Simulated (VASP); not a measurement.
# Y on the Ni site in Ni, part 2 of 4

Wanted: what Y on the Ni site costs in Ni and how the lattice relaxes round it.

VASP 6.6.1, plane waves and PAW; the level of theory is named at each step.

So far. Step 2 (Relax the host again, on a new basis): The start already met the threshold, so nothing moved.

## 3. The perfect supercell

This step: PBEsol, spin-polarised from a ferromagnetic start; plane waves and PAW (Ni) (VASP 6.6.1).

System of this step: Ni. It takes space group Fm-3m (No. 225, cubic). Conventional cell: a = 3.457 Å, b = 3.457 Å, c = 3.457 Å, α = 90.00°, β = 90.00°, γ = 90.00°. Nearest to Ni lie 12 Ni at 2.44 Å.

The same cell, mesh and cutoff without the defect give the energy to subtract and, in a gapped host, the band edges to count from, so that most errors cancel.

Input file INCAR:

```
SYSTEM = Ni
PREC = Normal
ENCUT = 300
EDIFF = 1E-05
NELM = 120
ISMEAR = 1
SIGMA = 0.2
LREAL = Auto
ALGO = Fast
GGA = PS
NBANDS = 192
ISPIN = 2
MAGMOM = 1 1 1 1 1 1 1 1 1 1 1 1 1 1 1 1 1 1 1 1 1 1 1 1 1 1 1 1 1 1 1 1
LASPH = .TRUE.
LMAXMIX = 4
LORBIT = 11
LWAVE = .FALSE.
LCHARG = .FALSE.
KPAR = 4
NCORE = 2
```

Input file POSCAR:

```
Ni
1.0
    6.9143099468      0.0000000000      0.0000000000
    0.0000000000      6.9143099468      0.0000000000
    0.0000000000      0.0000000000      6.9143099468
Ni
32
Direct
    0.5000000000      0.0000000000      0.0000000000
    0.7500000000      0.2500000000      0.0000000000
    0.7500000000      0.0000000000      0.2500000000
    0.0000000000      0.0000000000      0.0000000000
    0.2500000000      0.2500000000      0.0000000000
    0.5000000000      0.5000000000      0.0000000000
    0.7500000000      0.7500000000      0.0000000000
    0.2500000000      0.0000000000      0.2500000000
    0.5000000000      0.2500000000      0.2500000000
    0.7500000000      0.5000000000      0.2500000000
    0.5000000000      0.0000000000      0.5000000000
    0.7500000000      0.2500000000      0.5000000000
    0.7500000000      0.0000000000      0.7500000000
    0.0000000000      0.5000000000      0.0000000000
    0.2500000000      0.7500000000      0.0000000000
    0.0000000000      0.2500000000      0.2500000000
    0.2500000000      0.5000000000      0.2500000000
    0.5000000000      0.7500000000      0.2500000000
    0.0000000000      0.0000000000      0.5000000000
    0.2500000000      0.2500000000      0.5000000000
    0.5000000000      0.5000000000      0.5000000000
    0.7500000000      0.7500000000      0.5000000000
    0.2500000000      0.0000000000      0.7500000000
    0.5000000000      0.2500000000      0.7500000000
    0.7500000000      0.5000000000      0.7500000000
    0.0000000000      0.7500000000      0.2500000000
    0.0000000000      0.5000000000      0.5000000000
    0.2500000000      0.7500000000      0.5000000000
    0.0000000000      0.2500000000      0.7500000000
    0.2500000000      0.5000000000      0.7500000000
    0.5000000000      0.7500000000      0.7500000000
    0.0000000000      0.7500000000      0.7500000000
```

Input file KPOINTS:

```
Automatic mesh
0
Monkhorst-Pack
5 5 5
0 0 0
```

Potentials, in the order of the species: Ni (PBE family, release 64).

Started as:

```sh
> mpirun -np 8 vasp_std
```

The log of the run:

```text
[banner, memory and clock lines left out]
running    8 mpi-ranks, on    1 nodes
 distrk:  each k-point on    2 cores,    4 groups
 distr:  one band on    2 cores,    1 groups

 POSCAR found type information on POSCAR Ni
 POSCAR found :  1 types and      32 ions
 [... a notice as in an earlier step ...]

 LDA part: xc-table for (Slater+PW92), standard interpolation
 POSCAR, INCAR and KPOINTS ok, starting setup
 FFT: planning ... GRIDC
 FFT: planning ... GRID_SOFT
 FFT: planning ... GRID
 WAVECAR not read
 entering main loop
       N       E                     dE             d eps       ncg     rms          rms(c)
DAV:   1     0.213337606962E+04    0.21334E+04   -0.92271E+04  7680   0.161E+03
DAV:   2     0.224294518436E+01   -0.21311E+04   -0.20534E+04  7680   0.388E+02
DAV:   3    -0.226251997325E+03   -0.22849E+03   -0.19275E+03  7728   0.155E+02
DAV:   4    -0.234620047544E+03   -0.83681E+01   -0.81393E+01  8104   0.337E+01
DAV:   5    -0.234780781033E+03   -0.16073E+00   -0.16055E+00  9760   0.401E+00    0.624E+01
RMM:   6    -0.204867343726E+03    0.29913E+02   -0.38673E+02  7718   0.867E+01    0.341E+01
RMM:   7    -0.197092839864E+03    0.77745E+01   -0.68845E+01  7701   0.407E+01    0.114E+01
RMM:   8    -0.196733568804E+03    0.35927E+00   -0.20512E+00  8030   0.302E+00    0.485E+00
RMM:   9    -0.196688677227E+03    0.44892E-01   -0.28245E-01  8265   0.181E+00    0.166E+00
RMM:  10    -0.196678117103E+03    0.10560E-01   -0.56382E-02  8433   0.470E-01    0.523E-01
RMM:  11    -0.196678328971E+03   -0.21187E-03   -0.16092E-02  7900   0.556E-01    0.300E-01
RMM:  12    -0.196678352074E+03   -0.23103E-04   -0.50942E-03  8763   0.204E-01    0.100E-01
RMM:  13    -0.196678484113E+03   -0.13204E-03   -0.15755E-03  8501   0.103E-01    0.847E-02
RMM:  14    -0.196678497703E+03   -0.13590E-04   -0.40331E-04  8143   0.654E-02    0.419E-02
RMM:  15    -0.196678513541E+03   -0.15838E-04   -0.12497E-04  6636   0.259E-02    0.143E-02
RMM:  16    -0.196678513463E+03    0.77809E-07   -0.12952E-05  4149   0.987E-03
   1 F= -.19667851E+03 E0= -.19666555E+03  d E =-.389020E-01  mag=    20.2162
```

It took 38 s on 8 MPI ranks of AMD EPYC 9R45, shared host; peak memory 2.4 GiB.

From OUTCAR (step 3):

```text
  LATTYP: Found a simple cubic cell.
 ALAT       =     6.9143099468

The static configuration has the point symmetry O_h .

 Found     10 irreducible k-points:

   k-points           NKPTS =     10   k-points in BZ     NKDIM =     10   number of bands    NBANDS=    192

   dimension x,y,z NGX =    30 NGY =   30 NGZ =   30
   dimension x,y,z NGXF=    60 NGYF=   60 NGZF=   60

   ENCUT  =  300.0 eV  22.05 Ry    4.70 a.u.   9.76  9.76  9.76*2*pi/ulx,y,z

   NELECT =     320.0000    total number of electrons

 E-fermi :   9.9471

 spin component 1
 k-point     1 :       0.0000    0.0000    0.0000
  band No.  band energies     occupation
    ...
    167       9.5157      1.00466
    168       9.5157      1.00466
    169       9.5158      1.00466
    170       9.5158      1.00466
    171       9.5158      1.00466
    172      11.0039     -0.00000
    173      11.0039     -0.00000
    174      11.0039     -0.00000
    175      11.0040     -0.00000
    176      11.0040     -0.00000
    ...

 k-point     2 :       0.2000    0.0000    0.0000
  band No.  band energies     occupation
    ...
    163       9.4436      1.00107
    164       9.5147      1.00457
    165       9.5147      1.00457
    166       9.5157      1.00466
    167       9.5157      1.00466
    168      10.0921      0.03172
    169      10.0923      0.03150
    170      10.0923      0.03150
    171      10.0923      0.03150
    172      10.3051     -0.01482
    ...

 k-point     3 :       0.4000    0.0000    0.0000
  band No.  band energies     occupation
    ...
    167       9.5156      1.00465
    168       9.7570      1.01925
    169       9.7570      1.01925
    170       9.7570      1.01923
    171       9.7570      1.01923
    172      10.3319     -0.01014
    173      10.5591     -0.00007
    174      10.5592     -0.00007
    175      10.5592     -0.00007
    176      10.5592     -0.00007
    ...

 k-point     4 :       0.2000    0.2000    0.0000
  band No.  band energies     occupation
    ...
    166       9.4435      1.00107
    167       9.4695      1.00188
    168       9.7554      1.02031
    169       9.7554      1.02028
    170       9.7649      1.01330
    171      10.2638     -0.02383
    172      10.2638     -0.02383
    173      10.2639     -0.02382
    174      10.2639     -0.02382
    175      10.8387     -0.00000
    ...

  Total        1.4164582      1.4164582      1.4164582      0.0000000      0.0000000      0.0000000
  in kB        6.8654311      6.8654311      6.8654311      0.0000000      0.0000000      0.0000000
  external PRESSURE =       6.8654311 kB  Pullay stress =       0.0000000 kB

  energy-cutoff  :      300.00
  volume of cell :      330.56
      direct lattice vectors                 reciprocal lattice vectors
     6.914309947  0.000000000  0.000000000     0.144627592  0.000000000  0.000000000
     0.000000000  6.914309947  0.000000000     0.000000000  0.144627592  0.000000000
     0.000000000  0.000000000  6.914309947     0.000000000  0.000000000  0.144627592

 POSITION                                       TOTAL-FORCE (eV/Angst)
 -----------------------------------------------------------------------------------
      3.45715      0.00000      0.00000         0.000000      0.000000     -0.000000
      5.18573      1.72858      0.00000        -0.000000      0.000000      0.000000
      5.18573      0.00000      1.72858        -0.000000      0.000000      0.000000
      0.00000      0.00000      0.00000         0.000000     -0.000000     -0.000000
      1.72858      1.72858      0.00000         0.000000      0.000000      0.000000
      3.45715      3.45715      0.00000         0.000000     -0.000000     -0.000000
      5.18573      5.18573      0.00000        -0.000000     -0.000000      0.000000
      1.72858      0.00000      1.72858         0.000000      0.000000     -0.000000
      3.45715      1.72858      1.72858        -0.000000      0.000000      0.000000
      5.18573      3.45715      1.72858        -0.000000      0.000000      0.000000
      3.45715      0.00000      3.45715         0.000000      0.000000      0.000000
      5.18573      1.72858      3.45715        -0.000000      0.000000      0.000000
      5.18573      0.00000      5.18573        -0.000000     -0.000000      0.000000
      0.00000      3.45715      0.00000        -0.000000     -0.000000     -0.000000
      1.72858      5.18573      0.00000         0.000000     -0.000000      0.000000
      0.00000      1.72858      1.72858        -0.000000      0.000000      0.000000
      1.72858      3.45715      1.72858         0.000000     -0.000000      0.000000
      3.45715      5.18573      1.72858         0.000000     -0.000000      0.000000
      0.00000      0.00000      3.45715        -0.000000      0.000000      0.000000
      1.72858      1.72858      3.45715         0.000000      0.000000      0.000000
      3.45715      3.45715      3.45715         0.000000      0.000000     -0.000000
      5.18573      5.18573      3.45715         0.000000     -0.000000     -0.000000
      1.72858      0.00000      5.18573         0.000000      0.000000     -0.000000
      3.45715      1.72858      5.18573        -0.000000      0.000000      0.000000
      5.18573      3.45715      5.18573        -0.000000     -0.000000     -0.000000
      0.00000      5.18573      1.72858        -0.000000     -0.000000      0.000000
      0.00000      3.45715      3.45715        -0.000000     -0.000000      0.000000
      1.72858      5.18573      3.45715        -0.000000     -0.000000      0.000000
      0.00000      1.72858      5.18573         0.000000     -0.000000     -0.000000
      1.72858      3.45715      5.18573         0.000000     -0.000000      0.000000
      3.45715      5.18573      5.18573         0.000000     -0.000000     -0.000000
      0.00000      5.18573      5.18573        -0.000000     -0.000000     -0.000000
 -----------------------------------------------------------------------------------
    total drift:                                0.000000      0.000000      0.000000

  FREE ENERGIE OF THE ION-ELECTRON SYSTEM (eV)
  ---------------------------------------------------
  free  energy   TOTEN  =      -196.6785134630 eV

  energy  without entropy=     -196.6396115128  energy(sigma->0) =     -196.66554615

 total charge
# of ion       s       p       d       tot
------------------------------------------
    1        0.524   0.553   8.323   9.400
    2        0.524   0.553   8.323   9.400
    3        0.524   0.553   8.323   9.400
    4        0.524   0.553   8.323   9.400
    5        0.524   0.553   8.323   9.400
    6        0.524   0.553   8.323   9.400
    7        0.524   0.553   8.323   9.400
    8        0.524   0.553   8.323   9.400
    9        0.524   0.553   8.323   9.400
   10        0.524   0.553   8.323   9.400
   11        0.524   0.553   8.323   9.400
   12        0.524   0.553   8.323   9.400
   13        0.524   0.553   8.323   9.400
   14        0.524   0.553   8.323   9.400
   15        0.524   0.553   8.323   9.400
   16        0.524   0.553   8.323   9.400
   17        0.524   0.553   8.323   9.400
   18        0.524   0.553   8.323   9.400
   19        0.524   0.553   8.323   9.400
   20        0.524   0.553   8.323   9.400
   21        0.524   0.553   8.323   9.400
   22        0.524   0.553   8.323   9.400
   23        0.524   0.553   8.323   9.400
   24        0.524   0.553   8.323   9.400
   25        0.524   0.553   8.323   9.400
   26        0.524   0.553   8.323   9.400
   27        0.524   0.553   8.323   9.400
   28        0.524   0.553   8.323   9.400
   29        0.524   0.553   8.323   9.400
   30        0.524   0.553   8.323   9.400
   31        0.524   0.553   8.323   9.400
   32        0.524   0.553   8.323   9.400
--------------------------------------------------
tot         16.780  17.688 266.329 300.797

 magnetization (x)
# of ion       s       p       d       tot
------------------------------------------
    1       -0.006  -0.024   0.667   0.637
    2       -0.006  -0.024   0.667   0.637
    3       -0.006  -0.024   0.667   0.637
    4       -0.006  -0.024   0.667   0.637
    5       -0.006  -0.024   0.667   0.637
    6       -0.006  -0.024   0.667   0.637
    7       -0.006  -0.024   0.667   0.637
    8       -0.006  -0.024   0.667   0.637
    9       -0.006  -0.024   0.667   0.637
   10       -0.006  -0.024   0.667   0.637
   11       -0.006  -0.024   0.667   0.637
   12       -0.006  -0.024   0.667   0.637
   13       -0.006  -0.024   0.667   0.637
   14       -0.006  -0.024   0.667   0.637
   15       -0.006  -0.024   0.667   0.637
   16       -0.006  -0.024   0.667   0.637
   17       -0.006  -0.024   0.667   0.637
   18       -0.006  -0.024   0.667   0.637
   19       -0.006  -0.024   0.667   0.637
   20       -0.006  -0.024   0.667   0.637
   21       -0.006  -0.024   0.667   0.637
   22       -0.006  -0.024   0.667   0.637
   23       -0.006  -0.024   0.667   0.637
   24       -0.006  -0.024   0.667   0.637
   25       -0.006  -0.024   0.667   0.637
   26       -0.006  -0.024   0.667   0.637
   27       -0.006  -0.024   0.667   0.637
   28       -0.006  -0.024   0.667   0.637
   29       -0.006  -0.024   0.667   0.637
   30       -0.006  -0.024   0.667   0.637
   31       -0.006  -0.024   0.667   0.637
   32       -0.006  -0.024   0.667   0.637
--------------------------------------------------
tot         -0.193  -0.757  21.342  20.392

[... 1 part as in an earlier step ...]

[... 11 further parts left out ...]
```

The magnetic state follows from one typed start and may not be the lowest.

This step gave:

```yaml
electronic_cycles: 16
electrons: 320
free_energy_toten: -196.6785 eV
energy_at_zero_smearing: -196.6655 eV
fermi_energy: 9.947 eV
moment_of_the_cell_from_the_last_line_of_the_log: 20.22 μB
```

Spin moment in the PAW sphere by element, in μB:

| element | atoms | mean | spread (r.m.s.) | least | largest |
| --- | --- | --- | --- | --- | --- |
| Ni | 32 | 0.637 | 0.000 | 0.637 | 0.637 |

The atoms farthest from the mean of their element:

```csv
atom,"x, y, z (Å)",spin moment in the PAW sphere (μB)
Ni1,"3.46, 0.00, 0.00",0.637
Ni2,"5.19, 1.73, 0.00",0.637
Ni3,"5.19, 0.00, 1.73",0.637
Ni4,"0.00, 0.00, 0.00",0.637
Ni5,"1.73, 1.73, 0.00",0.637
Ni6,"3.46, 3.46, 0.00",0.637
Ni7,"5.19, 5.19, 0.00",0.637
Ni8,"1.73, 0.00, 1.73",0.637
```

The host is treated as a metal, as its relaxation found a gap under 0.3 eV or none, and only the neutral defect is run.

[end of part 2 of 4]

[Lines on the potential files, build, host, timing and source positions are cut from VASP's logs without a mark.]

[Logs are printed without paths, hosts, clocks, repeated set-up lines and the standing remarks that a program may print on its own settings, such as how far it seeks lower states.]

[Hosts, paths, dates, database ids (printed as entryN), source tags and the programs' standing remarks are cut or masked in the printed files.]

[In band tables of VASP the shares of atoms and orbitals are scaled to a sum of 1 inside the atoms' spheres.]

[Runs that stopped without an error message from VASP are left out.]
